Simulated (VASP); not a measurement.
Output of a VASP run:

**OSZICAR**
```
       N       E                     dE             d eps       ncg     rms          rms(c)
DAV:   1     0.206989611252E+03    0.20699E+03   -0.15100E+04  7076   0.246E+03
DAV:   2     0.158235710521E+02   -0.19117E+03   -0.18906E+03  7066   0.448E+02
DAV:   3    -0.109409687389E+01   -0.16918E+02   -0.16723E+02  8064   0.138E+02
DAV:   4    -0.159624072449E+01   -0.50214E+00   -0.49992E+00  8150   0.257E+01
DAV:   5    -0.161533000072E+01   -0.19089E-01   -0.19088E-01  9500   0.459E+00    0.246E+00
DAV:   6    -0.159222216766E+01    0.23108E-01   -0.43230E-02  9218   0.333E+00    0.135E+00
DAV:   7    -0.158595946338E+01    0.62627E-02   -0.25042E-02  9158   0.247E+00    0.182E-01
DAV:   8    -0.158577796598E+01    0.18150E-03   -0.23731E-03  8370   0.733E-01    0.350E-02
DAV:   9    -0.158578828653E+01   -0.10321E-04   -0.65946E-05  8694   0.893E-02    0.142E-02
DAV:  10    -0.158578802609E+01    0.26045E-06   -0.78242E-06  8868   0.386E-02    0.214E-03
DAV:  11    -0.158578815890E+01   -0.13281E-06   -0.38913E-07  7014   0.890E-03    0.117E-03
DAV:  12    -0.158578799700E+01    0.16190E-06   -0.68263E-08  3902   0.357E-03    0.210E-04
DAV:  13    -0.158578801461E+01   -0.17618E-07   -0.12743E-08  3756   0.159E-03
   1 F= -.15857880E+01 E0= -.15857853E+01  d E =-.158579E+01
```

**OUTCAR**
```
------------------------ aborting loop because EDIFF is reached ----------------------------------------
  FORCE on cell =-STRESS in cart. coord.  units (eV):
  Direction    XX          YY          ZZ          XY          YZ          ZX
  --------------------------------------------------------------------------------------
  Total        0.5962167      0.5962167      0.5764729      0.0000000      0.0000000      0.0000000
  in kB       18.1715735     18.1715735     17.5698181      0.0000000      0.0000000      0.0000000
  external PRESSURE =      17.9709884 kB  Pullay stress =       0.0000000 kB
  volume of cell :       52.57
      direct lattice vectors                 reciprocal lattice vectors
    -2.891268839  2.891268839  1.572118345     0.000000000  0.172934455  0.318042215
     2.891268839 -2.891268839  1.572118345     0.172934455  0.000000000  0.318042215
     2.891268839  2.891268839 -1.572118345     0.172934455  0.172934455  0.000000000
 POSITION                                       TOTAL-FORCE (eV/Angst)
 -----------------------------------------------------------------------------------
      2.89127      0.00000      0.78606        -0.000000      0.000000     -0.000000
      0.00000      0.00000      0.00000         0.000000     -0.000000      0.000000
 -----------------------------------------------------------------------------------
    total drift:                               -0.000000     -0.000000      0.000000
  FREE ENERGIE OF THE ION-ELECTRON SYSTEM (eV)
  ---------------------------------------------------
  free  energy   TOTEN  =        -1.5857880146 eV

  energy  without entropy=       -1.5857798802  energy(sigma->0) =       -1.58578530

 reached required accuracy - stopping structural energy minimisation
```
(Selected blocks of OUTCAR.)

File POSCAR:
```
Sn
1
   -2.8912688395     2.8912688395     1.5721183446
    2.8912688395    -2.8912688395     1.5721183446
    2.8912688395     2.8912688395    -1.5721183446
Sn
2
Direct
  0.2500000000   0.7500000000   0.5000000000
  0.0000000000   0.0000000000   0.0000000000
```

Reconstruct the remaining input files.

One answer among several that fit: the input of the run itself, vdW-DF-cx, plane waves, VASP's PBE PAW potentials (set 64).

INCAR:
```
AGGAC=0.0
ALGO=Normal
EDIFF=1E-7
EDIFFG=-0.01
ENCUT=520
GGA=CX
IBRION=2
ISIF=4
ISMEAR=1
LASPH=.True.
LCHARG=.False.
LMAXMIX=4
LREAL=.False.
LUSE_VDW=.True.
LWAVE=.False.
NELM=100
NSW=30
PREC=Accurate
SIGMA=0.1
SYSTEM=Sn
```

File KPOINTS:
```
Automatic mesh
0
Gamma
13 13 13
0 0 0
```

POTCAR, in this order: Sn_d (PBE.64 set). Program: vasp_std.

The compound is Sn in the beta structure. This cell is one point of a volume scan, at 0.97 of the reference volume.
